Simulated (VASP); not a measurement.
## NaSrCl3 in VASP 6.6.1, single-point calculation

INCAR

```
ISMEAR = -1
GGA = PE
NBANDS = 27
IBRION = -1
LASPH = .TRUE.
NELM = 69
NSW = 0
LREAL = .FALSE.
PREC = Accurate
ENCUT = 520
ISIF = 2
EDIFF = 1E-7
LWAVE = .FALSE.
LCHARG = .FALSE.
SIGMA = 0.02
```

KPOINTS

```
KPOINTS created by Atomic Simulation Environment
0
Gamma
4 4 4
0 0 0
```

POSCAR

```
Na Sr Cl
 1.0000000000000000
     0.0000000000000000    5.9065320000000003    0.0000000000000000
     5.9065320000000003    0.0000000000000000    0.0000000000000000
     0.0000000000000000    0.0000000000000000    5.9065320000000003
 Na  Sr  Cl
   1   1   3
Cartesian
  0.0000000000000000  0.0000000000000000  0.0000000000000000
  2.9532660000000002  2.9532660000000002  2.9532660000000002
  2.9532660000000002  2.9532660000000002  0.0000000000000000
  2.9532660000000002  0.0000000000000000  2.9532660000000002
  0.0000000000000000  2.9532660000000002  2.9532660000000002
```

The recommended PBE PAW datasets give the neutral cell 38 valence electrons.

Command

```
mpirun -np 1 vasp_std
```

Standard output (part)

```
|     EEEEEEE  RRRRRR   RRRRRR   OOOOOOO  RRRRRR      ###     ###     ###     |
|     E        R     R  R     R  O     O  R     R     ###     ###     ###     |
|     E        R     R  R     R  O     O  R     R     ###     ###     ###     |
|     EEEEE    RRRRRR   RRRRRR   O     O  RRRRRR       #       #       #      |
|     E        R    R   R    R   O     O  R    R      ###     ###     ###     |
|     EEEEEEE  R     R  R     R  OOOOOOO  R     R     ###     ###     ###     |
|     ERROR: the triple product of the basis vectors is negative exchange     |
|     two basis vectors                                                       |
|       ---->  I REFUSE TO CONTINUE WITH THIS SICK JOB ... BYE!!! <----       |
```

VASP stopped before the first electronic step.

Task: What is wrong with this input?

Result: Left-handed cell vectors. VASP stopped before the first electronic step.
